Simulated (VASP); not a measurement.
All values below come from PBEsol GGA, VASP's PBE PAW potentials (set 64) (plane waves; VASP 6.6.1).

A VASP calculation is set up with these files.

### INCAR
```
NEDOS = 601   # DOS grid
LEFG = .TRUE.
LCHARG = .TRUE.
ISMEAR = -5
EDIFF = 1E-7
LASPH = .TRUE.   # aspherical one-centre terms
ISIF = 2   # forces and stress, cell fixed
LREAL = .FALSE.   # projection in real space or not
NELM = 100
GGA = PS   # PBEsol
LORBIT = 11   # lm-projected
ALGO = Normal   # blocked Davidson
LWAVE = .FALSE.
LMAXMIX = 4   # l cut-off of mixed one-centre charges
PREC = Accurate
ENCUT = 520   # plane-wave cut-off (eV)
SYSTEM = CsPbBr3
```

KPOINTS:
```
Automatic mesh
0
Gamma
4 4 4
0 0 0
```

File POSCAR:
```
CsPbBr3
1
    5.8750823239     0.0000000000     0.0000000000
    0.0000000000     5.8750823239     0.0000000000
   -0.0000000000     0.0000000000     5.8750823239
Cs Pb Br
1 1 3
Direct
  0.0000000000   0.0000000000   0.0000000000
  0.5000000000   0.5000000000   0.5000000000
  0.5000000000   0.0000000000   0.5000000000
  0.0000000000   0.5000000000   0.5000000000
  0.5000000000   0.5000000000   0.0000000000
```

POTCAR, in this order: Cs_sv Pb_d Br (PBE.64 set). Program: vasp_std.

Unless said otherwise, spin-orbit coupling is left out, though it shifts the bands of the heavy elements here.

Q: Estimate the energy per atom (σ→0), band gap (on the k-mesh).

A: 
```yaml
energy per atom (σ→0): -3.355 eV/atom
band gap (on the k-mesh): 1.43 eV
```

OSZICAR:
```
...
DAV:   9    -0.167740030675E+02   -0.40837E-03   -0.87011E-03   710   0.737E-01    0.942E-02
DAV:  10    -0.167742028327E+02   -0.19977E-03   -0.77314E-04   654   0.184E-01    0.341E-02
DAV:  11    -0.167742859619E+02   -0.83129E-04   -0.17130E-04   608   0.935E-02    0.109E-02
DAV:  12    -0.167742887591E+02   -0.27972E-05   -0.19833E-05   772   0.435E-02    0.579E-03
DAV:  13    -0.167742887512E+02    0.78367E-08   -0.29553E-06   714   0.160E-02    0.236E-03
DAV:  14    -0.167742889788E+02   -0.22754E-06   -0.53655E-07   628   0.652E-03    0.115E-03
DAV:  15    -0.167742889584E+02    0.20353E-07   -0.78688E-08   354   0.332E-03
   1 F= -.16774289E+02 E0= -.16774289E+02  d E =0.000000E+00
```

The compound is CsPbBr3 in the cubic perovskite structure, the ideal cubic form; the compound distorts at low or room temperature. It was relaxed first.
